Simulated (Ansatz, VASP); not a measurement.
# Ge (Germanium) in two plane-wave programs, part 3 of 4

One calculation is typed for both programs; each brings its own data sets. How far apart do they land? The structure shown is the end of the Ansatz relaxation below.

VASP 6.6.1 and Ansatz 0.2.0.

So far: Starting point; Ansatz: relaxation, r2SCAN; VASP: single point, r2SCAN, pair 1.

### 3. VASP: single point, r2SCAN, pair 1 (continued)

Level of this step: r2SCAN; plane waves and PAW (Ge_d) (VASP).

Numbers of over 12 decimals in the logs are rounded to 6 here.

Parts of OUTCAR (step 3):

```text
ion  position               nearest neighbor table
   1  0.500  0.500  0.500-   2 2.45   2 2.45   2 2.45   2 2.45
   2  0.750  0.750  0.750-   1 2.45   1 2.45   1 2.45   1 2.45

  LATTYP: Found a body centered tetragonal cell.
 ALAT       =     4.0226823929
 C/A-ratio  =     1.3963575856

 Subroutine GETGRP returns: Found  4 space group operations
 (whereof  2 operations were pure point group operations)

The static configuration has the point symmetry C_1h.
 The point group associated with its full space group is C_2h.

   k-points           NKPTS =   1728   k-points in BZ     NKDIM =   1728   number of bands    NBANDS=     20

   dimension x,y,z NGX =    32 NGY =   32 NGZ =   32
   dimension x,y,z NGXF=    64 NGYF=   64 NGZF=   64

   ENCUT  =  550.0 eV  40.42 Ry    6.36 a.u.   7.64  7.64  7.69*2*pi/ulx,y,z

   NELECT =      28.0000    total number of electrons

 k-points in reciprocal lattice and weights: Points of the shifted mesh
   0.04166667  0.04166667  0.04166667       0.001
   0.04166667  0.04166667  0.12500000       0.001
   0.04166667  0.04166667  0.20833333       0.001
   0.04166667  0.04166667  0.29166667       0.001
   0.04166667  0.04166667  0.37500000       0.001
   0.04166667  0.04166667  0.45833333       0.001
   0.04166667  0.04166667  0.54166667       0.001
   0.04166667  0.04166667  0.62500000       0.001
   0.04166667  0.04166667  0.70833333       0.001
[...]
0.95833333  0.95833333  0.87500000       0.001
   0.95833333  0.95833333  0.95833333       0.001

 average (electrostatic) potential at core
       1 -79.4804       2 -79.4804

 E-fermi :   4.9786

 k-point     1 :       0.0417    0.0417    0.0417
  band No.  band energies     occupation
    ...
     10     -20.4475      2.00000
     11      -8.4888      2.00000
     12       4.1236      2.00000
     13       4.6813      2.00000
     14       4.7517      2.00000
     15       5.6235      0.00000
     16       7.5001      0.00000
     17       7.5628      0.00000
     18       7.5910      0.00000
     19      11.9341      0.00000
    ...

 k-point     2 :       0.0417    0.0417    0.1250
  band No.  band energies     occupation
    ...
     10     -20.4404      2.00000
     11      -8.3713      2.00000
     12       2.8822      2.00000
     13       4.2793      2.00000
     14       4.5968      2.00000
     15       6.1947      0.00000
     16       7.6880      0.00000
     17       7.8337      0.00000
     18       8.2877      0.00000
     19      12.4919      0.00000
    ...

 k-point     3 :       0.0417    0.0417    0.2083
  band No.  band energies     occupation
    ...
     10     -20.4337      2.00000
     11      -8.0809      2.00000
     12       1.2471      2.00000
     13       3.8182      2.00000
     14       4.2545      2.00000
     15       6.1291      0.00000
     16       8.1235      0.00000
     17       8.4321      0.00000
     18       9.5802      0.00000
     19      13.1229      0.00000
    ...

  Total        0.0467367      0.0467367      0.3370408     -0.0008079     -0.0009833     -0.0009833
  in kB        1.6476117      1.6476117     11.8817172     -0.0284800     -0.0346654     -0.0346645
  external PRESSURE =       5.0589802 kB  Pullay stress =       0.0000000 kB

  energy-cutoff  :      550.00
  volume of cell :       45.45
      direct lattice vectors                 reciprocal lattice vectors
     0.000000000  2.844465999  2.808551537    -0.175779918  0.175779918  0.178027711
     2.844465999  0.000000000  2.808551537     0.175779918 -0.175779918  0.178027711
     2.844465999  2.844465999  0.000000000     0.175779918  0.175779918 -0.178027711

 POSITION                                       TOTAL-FORCE (eV/Angst)
 -----------------------------------------------------------------------------------
      2.84438      2.84438      2.80848        -0.000050     -0.000050     -0.000062
      4.26679      4.26679      4.21290         0.000050      0.000050      0.000062
 -----------------------------------------------------------------------------------
    total drift:                                0.000000      0.000000      0.000000

  FREE ENERGIE OF THE ION-ELECTRON SYSTEM (eV)
  ---------------------------------------------------
  free  energy   TOTEN  =       -27.7442917149 eV

  energy  without entropy=      -27.7442917149  energy(sigma->0) =      -27.74429171

 total charge
# of ion       s       p       d       tot
------------------------------------------
    1        1.104   1.288  10.022  12.414
    2        1.104   1.288  10.022  12.414
--------------------------------------------------
tot          2.208   2.575  20.044  24.828

[... 3 further parts left out ...]
```

The run ends at a pressure of 0.51 GPa.

### 4. Comparison

Known differences besides the potentials themselves: VASP keeps PBE cores, Ansatz makes them for the functional; the cutoff is 500 eV in Ansatz and 550 eV in VASP; Ansatz's pressure holds a Pulay correction, VASP's none. Total energies have different zeros and are not compared.

Compared:

```csv
quantity,Ansatz,VASP,difference
pressure (GPa),0.34,0.51,-0.16
gap on the k mesh (eV),0.475,0.454,+0.021
```

A gap on the mesh is an upper bound, since the band edges may lie between its points.

### 5. Ansatz: relaxation, r2SCAN

This run makes the geometry at which the two programs are then compared. The cell compared in this pair holds 45.89 Å³, against 45.45 Å³ for the pair before.

The structure compared here is the end of the Ansatz relaxation.

Contents of input.yaml:

```yaml
crystal:
  lattice:
    - [0.0, 2.8369207445, 2.8652899519]
    - [2.8369207445, 0.0, 2.8652899519]
    - [2.8369207445, 2.8369207445, 0.0]
  atoms:
    - { symbol: Ge, position: [0.499983901, 0.499983901, 0.499983901] }
    - { symbol: Ge, position: [0.750016099, 0.750016099, 0.750016099] }
  conventional_axes: [[-1, 1, 1], [1, -1, 1], [1, 1, -1]]
kpoints:
  mp_grid: { grid: [12, 12, 12], shift: [0.5, 0.5, 0.5] }
hamiltonian:
  xc: r2scan
  pseudopotentials: { kind: paw, azcp: { folder: soft_1 } }
scf:
  occupations: { method: gaussian, width: 0.02 }
output:
  forces: true
  stress: true
  eigenvalues: true
relax:
  adjacent_minimum: "off"
  f_tol: 0.001
  max_steps: 60
  cell: { stress_tol: 0.01, fix: [c, angles] }
```

Command:

```sh
$ ansatz run input.yaml --threads 4 --pin off --max-ram 10240MiB --backend cpu --events-out ev --progress --plain --runs-dir out
```

The log of the run:

```text
[...]
Crystal: 2 atoms, lattice volume = 46.120 Å³
Basis set: ecut = 500 eV, 1219 PW (Γ), exchange–correlation on 120×120×120 points (64 copies of the dense FFT grid, shifted against one another)
Bands: 18, of which v1, the nominal top of the filled ones, is band 14 counted from 1 (13 counted from 0)
Symmetry: 4 space group operations
[...]
k-points: 468 of 1728
[...]
k-point 467: bands = [... 10 lower, -2.7928, 0.3976, 5.9636, 6.5654, 9.3025, 12.0867, 12.4260, 16.1526]
--- Relaxed structure (3 steps of the walk, 3 accepted, 1 SCFs on fresh bases) ---
[...]
cell:  # Å, volume = 45.8912 Å³
    - [0, 2.829864, 2.8652899519]
    - [2.829864, 0, 2.8652899519]
    - [2.829864, 2.829864, 0]
  atoms:
    - { symbol: Ge, position: [0.499981, 0.499981, 0.499987] }
    - { symbol: Ge, position: [0.750019, 0.750019, 0.750013] }
[key lines of the parts left out:]
SCF converged after 4 iterations
Free energy (F): -8605.829916 eV
Fermi energy:    8.376433 eV
P = ⅓ Tr σ = -0.3475 GPa (-3.475 kbar)
```

(Part 3 of 4 ends here.)

[Lines on the potential files, build, host, timing and source positions are cut from VASP's logs without a mark.]

[Logs are printed without paths, hosts, clocks, repeated set-up lines and the standing remarks that a program may print on its own settings, such as how far it seeks lower states.]

[Hosts, paths, dates, database ids (printed as entryN), source tags and the programs' standing remarks are cut or masked in the printed files.]
